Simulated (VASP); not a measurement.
Here is the system:

```yaml
crystal:
  lattice:
    - [4.63911, 0.00000, 0.00000]
    - [0.00000, 4.63911, 0.00000]
    - [0.00000, 0.00000, 3.06555]
  atoms:
    - { symbol: Mg, position: [0.00000, 0.00000, 0.00000] }
    - { symbol: Mg, position: [0.50000, 0.50000, 0.50000] }
    - { symbol: F, position: [0.30295, 0.30295, 0.00000] }
    - { symbol: F, position: [0.80295, 0.19705, 0.50000] }
    - { symbol: F, position: [0.19705, 0.80295, 0.50000] }
    - { symbol: F, position: [0.69705, 0.69705, 0.00000] }
```

Method: revTPSS meta-GGA, VASP's PBE PAW potentials (set 64) (plane waves; VASP). Run with 520 eV cut-off, 6×6×8 Γ-centred mesh, tetrahedra with Blöchl corrections, potentials Mg F.

Predict the energy per atom (σ→0), band gap (over mesh and band path) with the smallest direct gap where there is one.

band gap (over mesh and band path): 7.18 eV
smallest direct gap (over mesh and band path): 7.18 eV
energy per atom (σ→0): -6.814 eV/atom

Only differences to runs with the same potentials and settings are physical.

The compound is MgF2 in the rutile structure. It was relaxed first.
